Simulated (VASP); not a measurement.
Method: PBE GGA, VASP's PBE PAW potentials (set 64) (plane waves; VASP 6.6.1).

A VASP calculation is set up with these files.

### KPOINTS
```
Automatic mesh
0
Gamma
7 7 4
0 0 0
```

File POSCAR:
```
AlN
1
    3.1302263550     0.0000000000     0.0000000000
   -1.5651131775     2.7108555371     0.0000000000
    0.0000000000    -0.0000000000     5.0117898928
Al N
2 2
Direct
  0.3333330000   0.6666670000   0.0000493058
  0.6666670000   0.3333330000   0.5000493058
  0.3333330000   0.6666670000   0.3819506942
  0.6666670000   0.3333330000   0.8819506942
```

**INCAR**
```
ALGO  =  Normal
EDIFF  =  1E-6
EDIFFG  =  -0.02
ENCUT  =  530
GGA  =  PE
IBRION  =  2
ISIF  =  3
ISMEAR  =  0
LASPH  =  .TRUE.
LCHARG  =  .FALSE.
LREAL  =  .FALSE.
LWAVE  =  .FALSE.
NELM  =  100
NSW  =  60
PREC  =  Accurate
SIGMA  =  0.05
SYSTEM  =  AlN
```

POTCAR, in this order: Al N (PBE.64 set). Program: vasp_std.

What VASP printed:

### OSZICAR
```
       N       E                     dE             d eps       ncg     rms          rms(c)
DAV:   1     0.498511129833E+02    0.49851E+02   -0.76122E+03   576   0.120E+03
DAV:   2    -0.307633061750E+02   -0.80614E+02   -0.74617E+02   848   0.224E+02
DAV:   3    -0.344301553407E+02   -0.36668E+01   -0.36541E+01   748   0.521E+01
DAV:   4    -0.344602450593E+02   -0.30090E-01   -0.30084E-01   668   0.546E+00
DAV:   5    -0.344607029705E+02   -0.45791E-03   -0.45790E-03   720   0.686E-01    0.121E+01
DAV:   6    -0.297739910912E+02    0.46867E+01   -0.17020E+01   696   0.316E+01    0.421E+00
DAV:   7    -0.297911099579E+02   -0.17119E-01   -0.62337E-01   628   0.632E+00    0.287E+00
DAV:   8    -0.297841854322E+02    0.69245E-02   -0.76675E-02   648   0.296E+00    0.484E-01
DAV:   9    -0.297795331984E+02    0.46522E-02   -0.19802E-02   712   0.105E+00    0.242E-01
DAV:  10    -0.297800990220E+02   -0.56582E-03   -0.23399E-03   676   0.370E-01    0.129E-01
DAV:  11    -0.297800270227E+02    0.71999E-04   -0.21787E-04   672   0.119E-01    0.327E-02
DAV:  12    -0.297800289954E+02   -0.19726E-05   -0.85692E-06   624   0.302E-02    0.916E-03
DAV:  13    -0.297800286852E+02    0.31015E-06   -0.61249E-06   696   0.185E-02
   1 F= -.29780029E+02 E0= -.29780029E+02  d E =-.297800E+02
```

File OUTCAR:
```
------------------------ aborting loop because EDIFF is reached ----------------------------------------
  FORCE on cell =-STRESS in cart. coord.  units (eV):
  Direction    XX          YY          ZZ          XY          YZ          ZX
  --------------------------------------------------------------------------------------
  Total       -0.0331576     -0.0331576      0.0436349      0.0000000      0.0000000      0.0000000
  in kB       -1.2491600     -1.2491600      1.6438770      0.0000000      0.0000000      0.0000000
  external PRESSURE =      -0.2848144 kB  Pullay stress =       0.0000000 kB
  volume of cell :       42.53
      direct lattice vectors                 reciprocal lattice vectors
     3.130226355  0.000000000  0.000000000     0.319465715  0.184443617  0.000000000
    -1.565113178  2.710855537  0.000000000     0.000000000  0.368887234  0.000000000
     0.000000000  0.000000000  5.011789893     0.000000000  0.000000000  0.199529514
  FREE ENERGIE OF THE ION-ELECTRON SYSTEM (eV)
  ---------------------------------------------------
  free  energy   TOTEN  =       -29.7800286852 eV

  energy  without entropy=      -29.7800286852  energy(sigma->0) =      -29.78002869

 reached required accuracy - stopping structural energy minimisation
```
(Selected blocks of OUTCAR.)

The compound is AlN in the wurtzite structure. It was relaxed first. The start is the result of an earlier pass.
